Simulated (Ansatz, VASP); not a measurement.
## BeTl: VASP beside Ansatz

Aim: how closely do two programs agree when they are given the same cell, functional and k mesh? The cell is invented: As first built, before any earlier steps moved the atoms (in the runner's words): it takes the TlHg structure with some of its atoms replaced by other elements, volume scaled by an estimate. It may not be a known or stable phase. The cell is taken from a series of VASP runs on this material, whose earlier steps may have relaxed, scaled or displaced it; both programs get it as it stands.

Program: Ansatz 0.2.0. Level of theory: plane waves, with VASP 6.6.1 beside it; relaxation of cell and atoms at RPBE. Results are calculated unless marked as measured.

## 1. Set-up

Symmetry: R-3m, No. 166, trigonal system. Conventional cell: a = 3.437 Å, b = 3.437 Å, c = 11.388 Å, α = 90.00°, β = 90.00°, γ = 120.00°. Nearest to Tl lie 6 Be at 2.75 Å. Be has 6 Tl at 2.75 Å nearest. As first built, before any earlier steps moved the atoms (in the runner's words): sites of the TlHg structure (space group 166) filled with other elements, volume scaled by an estimate. Farther neighbours are not listed.

As a file:

```xyz
2
Lattice="1.7183 0.9921 3.7958 -1.7183 0.9921 3.7958 0.0000 -1.9841 3.7958" Properties=species:S:1:pos:R:3 pbc="T T T"
Tl    0.0000    0.0000    0.0000
Be    0.0000    0.0000    5.6938
```

## 2. VASP: relaxation of cell and atoms, RPBE

The relaxed volume is the usual yardstick between codes: its relative difference is about their pressure difference at one cell divided by the bulk modulus.

Lines of VASP's logs that name or quote its potential files are left out, and so is its time.

File INCAR:

```
SYSTEM = BeTl
PREC = Accurate
ENCUT = 400
EDIFF = 1E-06
NELM = 100
ISMEAR = -1
SIGMA = 0.05
LREAL = .FALSE.
ALGO = Normal
GGA = RP
LORBIT = 11
LWAVE = .FALSE.
LCHARG = .FALSE.
IBRION = 2
NSW = 60
ISIF = 3
EDIFFG = -0.01
```

File POSCAR:

```
BeTl
1.0
    1.7183062800      0.9920645900      3.7958474300
   -1.7183062800      0.9920645900      3.7958474300
    0.0000000000     -1.9841291800      3.7958474300
Tl Be
1 1
Direct
    0.0000000000      0.0000000000      0.0000000000
    0.5000000000      0.5000000000      0.5000000000
```

File KPOINTS:

```
Automatic mesh
0
Gamma
9 9 9
0 0 0
```

The projector-augmented-wave data sets are Tl_d and Be (PBE family, release 64).

Run with:

```sh
> mpirun -np 1 vasp_std
```

Numbers of over 12 decimals in the logs are rounded to 6 here.

Log:

```text
[banner, memory and clock lines left out]
running    1 mpi-ranks, on    1 nodes
 distrk:  each k-point on    1 cores,    1 groups
 distr:  one band on    1 cores,    1 groups

 POSCAR found type information on POSCAR TlBe
 POSCAR found :  2 types and       2 ions
|                                                                             |
|               ----> ADVICE to this user running VASP <----                  |
|                                                                             |
|     You enforced a specific xc type in the INCAR file but a different       |
|     [... a line on the potential file left out ...]
|     I HOPE YOU KNOW WHAT YOU ARE DOING!                                     |
|                                                                             |

 LDA part: xc-table for (Slater+PW92), standard interpolation
 POSCAR, INCAR and KPOINTS ok, starting setup
 FFT: planning ... GRIDC
 FFT: planning ... GRID_SOFT
 FFT: planning ... GRID
 WAVECAR not read
 entering main loop
       N       E                     dE             d eps       ncg     rms          rms(c)
DAV:   1     0.416026962858E+02    0.41603E+02   -0.64099E+03  2086   0.934E+02
DAV:   2    -0.327411537365E+01   -0.44877E+02   -0.43491E+02  2023   0.199E+02
DAV:   3    -0.387674266500E+01   -0.60263E+00   -0.59914E+00  2268   0.223E+01
DAV:   4    -0.388003682475E+01   -0.32942E-02   -0.32915E-02  2098   0.188E+00
DAV:   5    -0.388007999720E+01   -0.43172E-04   -0.43171E-04  2298   0.222E-01    0.378E+00
DAV:   6    -0.378607540399E+01    0.94005E-01   -0.20684E-01  2029   0.468E+00    0.272E+00
DAV:   7    -0.377763144453E+01    0.84440E-02   -0.48343E-02  2134   0.209E+00    0.121E+00
DAV:   8    -0.377715217290E+01    0.47927E-03   -0.34724E-03  2026   0.572E-01    0.671E-02
DAV:   9    -0.377715052743E+01    0.16455E-05   -0.11916E-04  2266   0.123E-01    0.344E-02
DAV:  10    -0.377715556184E+01   -0.50344E-05   -0.22084E-05  2132   0.437E-02    0.764E-03
DAV:  11    -0.377715534953E+01    0.21231E-06   -0.89134E-07  1416   0.920E-03
   1 F= -.37771553E+01 E0= -.37728983E+01  d E =-.377716E+01
[...]
2 F= -.37775885E+01 E0= -.37733343E+01  d E =-.433155E-03
[...]
3 F= -.37777008E+01 E0= -.37734387E+01  d E =-.545464E-03
[...]
4 F= -.37777084E+01 E0= -.37734433E+01  d E =-.553018E-03
[...]
5 F= -.37777083E+01 E0= -.37734363E+01  d E =-.552967E-03
[...]
6 F= -.37777109E+01 E0= -.37734431E+01  d E =-.555507E-03
 curvature:  -0.44 expect dE=-0.855E-04 dE for cont linesearch -0.450E-06
 trial: gam= 0.38597 g(F)=  0.678E-61 g(S)=  0.194E-03 ort =-0.240E-04 (trialstep = 0.117E+01)
 search vector abs. value=  0.259E-03
 bond charge predicted
       N       E                     dE             d eps       ncg     rms          rms(c)
DAV:   1    -0.377910582961E+01   -0.13950E-02   -0.40353E-02  2095   0.190E+00    0.178E-01
DAV:   2    -0.377813555185E+01    0.97028E-03   -0.12886E-03  2056   0.401E-01    0.838E-02
DAV:   3    -0.377786132418E+01    0.27423E-03   -0.54431E-04  2089   0.248E-01    0.445E-02
DAV:   4    -0.377785359293E+01    0.77313E-05   -0.46990E-05  2112   0.676E-02    0.646E-03
DAV:   5    -0.377785366660E+01   -0.73665E-07   -0.65293E-06  2065   0.279E-02
   7 F= -.37778537E+01 E0= -.37735827E+01  d E =-.142810E-03
 trial-energy change:   -0.000143  1 .order   -0.000130   -0.000216   -0.000044
 step:   1.3686(harm=  1.4703)  dis= 0.00000  next Energy=    -3.777857 (dE=-0.147E-03)
 reached required accuracy - stopping structural energy minimisation
```

From OUTCAR (step 2):

```text
ion  position               nearest neighbor table
   1  0.000  0.000  0.000-   2 2.75   2 2.75   2 2.75   2 2.75   2 2.75   2 2.75
   2  0.500  0.500  0.500-   1 2.75   1 2.75   1 2.75   1 2.75   1 2.75   1 2.75

  LATTYP: Found a trigonal (rhomboedric) cell.
 ALAT       =     4.2831327711
 COS(alpha) =     0.6781095618

 Subroutine GETGRP returns: Found 12 space group operations
 (whereof 12 operations were pure point group operations)

The static configuration has the point symmetry D_3d.

 Found     85 irreducible k-points:

   k-points           NKPTS =     85   k-points in BZ     NKDIM =     85   number of bands    NBANDS=     11

   dimension x,y,z NGX =    28 NGY =   28 NGZ =   28
   dimension x,y,z NGXF=    56 NGYF=   56 NGZF=   56

   ENCUT  =  400.0 eV  29.40 Ry    5.42 a.u.   6.98  6.98  6.98*2*pi/ulx,y,z

   NELECT =      15.0000    total number of electrons

 k-points in reciprocal lattice and weights: Automatic mesh
   0.00000000  0.00000000  0.00000000       0.001
   0.11111111  0.00000000  0.00000000       0.008
   0.22222222  0.00000000  0.00000000       0.008
   0.33333333  0.00000000  0.00000000       0.008
   0.44444444  0.00000000  0.00000000       0.008
   0.11111111  0.11111111  0.00000000       0.008
   0.22222222  0.11111111  0.00000000       0.016
   0.33333333  0.11111111  0.00000000       0.016
   0.44444444  0.11111111  0.00000000       0.016
[...]
0.44444444  0.44444444  0.44444444       0.003
  -0.44444444  0.44444444  0.44444444       0.008

 average (electrostatic) potential at core
       1 -83.5167       2 -34.9538

 E-fermi :   6.2387

 k-point     1 :       0.0000    0.0000    0.0000
  band No.  band energies     occupation
    ...
      3      -5.3764      2.00000
      4      -5.1208      2.00000
      5      -5.1208      2.00000
      6      -3.9037      2.00000
      7       5.7619      1.99986
      8       9.1533      0.00000
      9      11.1479      0.00000
     10      11.1479      0.00000
     11      16.0018      0.00000

 k-point     2 :       0.1111    0.0000    0.0000
  band No.  band energies     occupation
    ...
      3      -5.3238      2.00000
      4      -5.1622      2.00000
      5      -5.1337      2.00000
      6      -3.6743      2.00000
      7       5.8760      1.99859
      8       9.3645      0.00000
      9      10.2415      0.00000
     10      11.0460      0.00000
     11      14.9865      0.00000

 k-point     3 :       0.2222    0.0000    0.0000
  band No.  band energies     occupation
    ...
      3      -5.2580      2.00000
      4      -5.2056      2.00000
      5      -5.1481      2.00000
      6      -2.9574      2.00000
      7       6.0774      1.92356
      8       8.0391      0.00000
      9      10.1704      0.00000
     10      10.8494      0.00000
     11      12.9297      0.00000

  Total       -0.0087557     -0.0087557      0.0083276      0.0000000     -0.0000000      0.0000000
  in kB       -0.3594375     -0.3594375      0.3418637      0.0000000     -0.0000000      0.0000000
  external PRESSURE =      -0.1256705 kB  Pullay stress =       0.0000000 kB

  energy-cutoff  :      400.00
  volume of cell :       39.03
      direct lattice vectors                 reciprocal lattice vectors
     1.715579194  0.990490106  3.827933699     0.291446761  0.168266867  0.087079182
    -1.715579194  0.990490106  3.827933699    -0.291446761  0.168266867  0.087079182
    -0.000000000 -1.980980213  3.827933699     0.000000000 -0.336533733  0.087079182

 POSITION                                       TOTAL-FORCE (eV/Angst)
 -----------------------------------------------------------------------------------
     -0.00000     -1.98098      3.82793         0.000000      0.000000     -0.000000
     -0.00000      0.00000      5.74190        -0.000000      0.000000      0.000000
 -----------------------------------------------------------------------------------
    total drift:                                0.000000     -0.000000      0.000000

  FREE ENERGIE OF THE ION-ELECTRON SYSTEM (eV)
  ---------------------------------------------------
  free  energy   TOTEN  =        -3.7778536666 eV

  energy  without entropy=       -3.7693117031  energy(sigma->0) =       -3.77358268

 reached required accuracy - stopping structural energy minimisation

 total charge
# of ion       s       p       d       tot
------------------------------------------
    1        1.089   0.597   9.620  11.306
    2        0.400   0.371   0.000   0.771
--------------------------------------------------
tot          1.489   0.968   9.620  12.077

[... 3 further parts left out ...]
```

CONTCAR:

```
BeTl
   1.00000000000000
     1.7155791944902046    0.9904901064625735    3.8279336987858654
    -1.7155791944902046    0.9904901064625735    3.8279336987858654
    -0.0000000000000000   -1.9809802129251470    3.8279336987858654
  Tl              Be
     1     1
Direct
     0.0000000000000000    0.0000000000000000    1.0000000000000000
     0.5000000000000000    0.5000000000000000    0.5000000000000000
```

## 3. Ansatz: relaxation of cell and atoms, RPBE

Ansatz runs on its default PAW (the set named soft_2) files.

The same cell, functional, mesh and smearing now go to Ansatz, which takes its cutoff from its data sets.

File input.yaml:

```yaml
crystal:
  lattice:
    - [1.71830628, 0.99206459, 3.79584743]
    - [-1.71830628, 0.99206459, 3.79584743]
    - [0.0, -1.98412918, 3.79584743]
  atoms:
    - { symbol: Tl, position: [0.0, 0.0, 0.0] }
    - { symbol: Be, position: [0.5, 0.5, 0.5] }
hamiltonian:
  xc: rpbe
  pseudopotentials: { kind: paw }
kpoints:
  mp_grid: { grid: [9, 9, 9] }
scf:
  occupations: { method: fermi_dirac, width: 0.05 }
relax:
  f_tol: 0.01
  max_steps: 60
  cell: { stress_tol: 0.05 }
output:
  forces: true
  stress: true
```

Run with:

```sh
> ansatz run input.yaml --threads 4 --pin off --max-ram 9216MiB --backend cpu --events-out ev --progress --plain --runs-dir out
```

Log:

```text
Engine: ansatz 0.2.0, aarch64-unknown-linux-gnu
Pseudopotentials: kind: paw
Pseudopotential: Tl, paw, valence charge 13, recommended cutoff 420 eV (normal), Tl.paw.azcp
Pseudopotential: Be, paw, valence charge 2, recommended cutoff 420 eV (normal), Be.paw.azcp
Functional definition: RPBE
  parameter kappa = 0.804
  parameter beta = 0.066725
  exchange = rpbe_x(kappa = kappa, mu = beta*pi^2/3)
  correlation = pbe_c(beta = beta)
Crystal: 2 atoms, lattice volume = 38.824 Å³
Basis set: ecut = 420 eV, 763 PW (Γ), exchange–correlation on 60×60×60 points (8 copies of the dense FFT grid, shifted against one another)
Bands: 12, of which v1, the nominal top of the filled ones, is band 8 counted from 1 (7 counted from 0)
Symmetry: 12 space group operations
Space group: R-3m (ITA 166), of the structure as read, at distance tolerance 3.4e-5 Å
k-points: 85 of 729
Non-local potential: Tl, projectors of the file, l = 0: 2, l = 1: 2, l = 2: 2, l = 3: 1
Non-local potential: Be, projectors of the file, l = 0: 2, l = 1: 2, l = 2: 1
PAW form: soft (Blöchl's): semilocal exchange-correlation on the pseudo side does not see the compensation charge
PAW frozen core: Tl, regenerated for the run's functional, and the local potential with it (the file was generated under x = pbe(κ = 0.804, μ = 0.219515), c = pbe(β = 0.066725))
PAW frozen core: Be, regenerated for the run's functional, and the local potential with it (the file was generated under x = pbe(κ = 0.804, μ = 0.219515), c = pbe(β = 0.066725))
PAW one-centre angular grid: Tl, 590 points (default); XC on 64 Gauss nodes
PAW one-centre angular grid: Be, 110 points (default); XC on 64 Gauss nodes
Initial density: superposition of atomic densities (neutral atoms: chi_scale 0, normalization atom), corrected by the library's trained network
Initial wavefunctions: pseudopotential atomic-orbital guess
Functional: x = rpbe, c = pbe(β = 0.066725)
SCF iter   1: F=—  HF=-11551.222330 eV  |F-HF|=—  |Δ(HF+E_count)|=         —  Δρ=3.55e-3  dr2=6.41e-3  ethr=1.77e-3  ⟨swp⟩=6.3  Hψ=6342  notcnv=0
preconditioner: auto → none  [metal: Δε(μ)=0.051 eV  Ē_g=14.079 eV  σ=0.050 eV  W_gap=0.24  n_scr=8 (ndim 8)  ℏωp=23.1 eV  f_vac=0.000  D(μ)=1.07/eV (n_scr^D=8)  sad-step TF]
SCF iter   2: F=—  HF=-11551.220368 eV  |F-HF|=—  |Δ(HF+E_count)|=   1.96e-3  Δρ=1.71e-3  dr2=2.03e-3  ethr=4.28e-5  ⟨swp⟩=1.2  Hψ=1720  notcnv=0
SCF iter   3: F=—  HF=-11551.220103 eV  |F-HF|=—  |Δ(HF+E_count)|=   2.64e-4  Δρ=8.20e-4  dr2=4.15e-4  ethr=1.36e-5  ⟨swp⟩=2.1  Hψ=1244  notcnv=0  defer=1
SCF iter   4: F=—  HF=-11551.219973 eV  |F-HF|=—  |Δ(HF+E_count)|=   1.31e-4  Δρ=1.82e-4  dr2=1.86e-5  ethr=2.77e-6  ⟨swp⟩=2.7  Hψ=1625  notcnv=0
SCF iter   5: F=—  HF=-11551.219969 eV  |F-HF|=—  |Δ(HF+E_count)|=   4.08e-6  Δρ=4.73e-5  dr2=8.08e-7  ethr=1.24e-7  ⟨swp⟩=2.0  Hψ=1617  notcnv=0
SCF iter   6: F=—  HF=-11551.219969 eV  |F-HF|=—  |Δ(HF+E_count)|=   1.26e-7  Δρ=1.64e-5  dr2=1.47e-7  ethr=6.67e-10  ⟨swp⟩=4.0  Hψ=3124  notcnv=0
SCF iter   7: F=-11551.219969 eV  HF=-11551.219969 eV  |F-HF|=5.09e-9  |Δ(HF+E_count)|=   5.06e-8  Δρ=3.49e-6  dr2=6.05e-9  ethr=6.67e-10  ⟨swp⟩=4.0  Hψ=2834  notcnv=0
SCF 1 converged in 7 iterations: F = -11551.219969 eV  dr2 = 6.05e-9
  greatest PAW one-centre occupation: 0.961 electrons in one spin orbital (limit 2), on the Tl atom at site 0 (counted from 0), in its partial waves of l = 2
relax step   1: F+E_penalty+E_count = -11551.21996866 eV  Δ(F+E_penalty+E_count) = +0.000e0 eV  max|allowed force component| = 6.574e-32 eV/Å  Δτ_max = 0.0000 Å  P = +0.334 GPa  Ω = 38.824 Å³  (7 SCF iters, dr2 threshold 1.00e-7 eV, accepted)
[...]
relax step   2: F+E_penalty+E_count = -11551.22058806 eV  Δ(F+E_penalty+E_count) = -6.194e-4 eV  max|allowed force component| = 6.163e-33 eV/Å  Δτ_max = 0.0000 Å  P = -0.202 GPa  Ω = 39.215 Å³  energy of the carried Pulay correction = -1.293e-4 eV  (5 SCF iters, dr2 threshold 2.00e-7 eV, accepted)
[...]
relax step   3: F+E_penalty+E_count = -11551.22076942 eV  Δ(F+E_penalty+E_count) = -1.814e-4 eV  max|allowed force component| = 3.287e-31 eV/Å  Δτ_max = 0.0000 Å  P = +0.028 GPa  Ω = 39.019 Å³  energy of the carried Pulay correction = -6.958e-5 eV  (4 SCF iters, dr2 threshold 1.35e-7 eV, accepted)
[...]
relax step   4: F+E_penalty+E_count = -11551.22083677 eV  Δ(F+E_penalty+E_count) = -6.735e-5 eV  max|allowed force component| = 6.574e-32 eV/Å  Δτ_max = 0.0000 Å  P = +0.027 GPa  Ω = 39.019 Å³  stress off target by 4.01e-2 GPa  SCF on the basis re-selected at this cell (its energy is not comparable with the rows above)  (5 SCF iters)
basis re-selected at this cell: Δ(F+E_penalty+E_count) = -6.735e-5 eV, ΔP = -0.000 GPa vs the last step (what re-selecting the basis moved, of the pressure what is left beyond the Pulay correction that the steps carried, after the strain that the cell walked since its last selection, with what the two solves' SCF thresholds leave and, on support functions, any second-order correction that the steps lacked; it is no m [...]
SCF converged after 5 iterations
Free energy (F): -11551.220837 eV
Harris-Foulkes:  -11551.220837 eV  (|F-HF|=5.46e-12)
Internal energy: -11551.212223 eV  (E = F + TS)
E sigma→0 (E₀):  -11551.216530 eV
Entropy (-TS):   -0.008614 eV (-4.307 meV/atom)
Fermi energy:    9.275449 eV
--- Per-component energies (eV) ---
  E_band       = 3.705866
  E_kinetic    = 351.087378
  E_local      = -986.216352  (includes V_loc(G=0)·N_el)
  E_nonlocal   = 320.698784
  E_hartree    = 377.203084
  E_xc         = -248.505954
  E_vxc        = -159.868935  (∫ρ·V_xc dr)
  E_paw        = -10240.854871  (= ΣΔE_a)
  E_vpaw       = -276.401227  (= ΣTr[D̂ρ^β])
  E_aug_tail   = 0.000034  (compensation charges beyond the density's cutoff)
  E_ewald      = -1124.716877
  E_core_change = 0.092552  (= ΣΔE_core)
  E_smearing   = -0.008614  (= −TS)
  E_closure    = 0.000000  (closes the sum)
  Σ components = -11551.220837   (vs F -11551.220837, Δ=0.00e0)
--- Forces (eV/Å), atoms counted from 1 ---
  atom   1  Tl     0.00000000    -0.00000000    -0.00000000
  atom   2  Be    -0.00000000     0.00000000    -0.00000000
  max |Σ_I F_I| component: 3.94e-31 eV/Å
--- Stress (GPa, compression-positive) ---
        0.040081      -0.000000      -0.000000
       -0.000000       0.040081      -0.000000
       -0.000000      -0.000000       0.002108
  P = ⅓ Tr σ = 0.0274 GPa (0.274 kbar)
--- Relaxed structure (3 steps of the walk, 3 accepted, 1 SCFs on fresh bases) ---
  F+E_penalty+E_count = -11551.22083677 eV   max|allowed force component| = 6.574e-32 eV/Å   (the final SCF, on the basis selected at the relaxed cell)
  cell:  # Å, volume = 39.0186 Å³
    - [1.713411, 0.989238, 3.836705]
    - [-1.713411, 0.989238, 3.836705]
    - [0, -1.978476, 3.836705]
  atoms:
    - { symbol: Tl, position: [0, 0, 0] }
    - { symbol: Be, position: [0.5, 0.5, 0.5] }
```

It took 2.5 s on 4 threads of Arm Neoverse V2, shared host; peak memory 0.35 GiB; 7.3 s of CPU time.

## 4. Side by side

Known differences besides the potentials themselves: both relaxations stop at a tolerance, which leaves soft axes loose, and VASP keeps its plane-wave basis; the cutoff is 420 eV in Ansatz and 400 eV in VASP; Ansatz makes its cores anew for this functional, VASP keeps those of its PBE data sets; VASP leaves aspherical gradient terms in its spheres out (LASPH is not set), Ansatz keeps them; Ansatz adds a Pulay correction to the stress that steers its cell, VASP none. Total energies have different zeros and are not compared.

The two programs side by side:

```tsv
quantity	Ansatz	VASP	difference
volume (Å³)	39.02	39.03	-0.02 %
edge a after relaxation, in the typed setting (Å)	4.317	4.310	+0.16 %
```

The walks stopped with 0.03 GPa left in Ansatz and -0.01 GPa in VASP; each walk ends within a tolerance, so the volume difference is uncertain by about these residues over the bulk modulus, most in soft cells.

## 5. Results

* difference in edge a after relaxation, in the typed setting (relaxation of cell and atoms, RPBE): 0.16 %

In words: The difference in edge a after relaxation, in the typed setting is 0.16 % (relaxation of cell and atoms, RPBE), within the 1.2 % picked in this series as the mark of a large difference, as far as the stopping tolerances let one tell. Such differences can come from data sets, numerical settings and the points named under the comparisons, not from the functional's error against experiment.

[Lines on the potential files, build, host, timing and source positions are cut from VASP's logs without a mark.]

[Logs are printed without paths, hosts, clocks, repeated set-up lines and the standing remarks that a program may print on its own settings, such as how far it seeks lower states.]

[Hosts, paths, dates, database ids (printed as entryN), source tags and the programs' standing remarks are cut or masked in the printed files.]
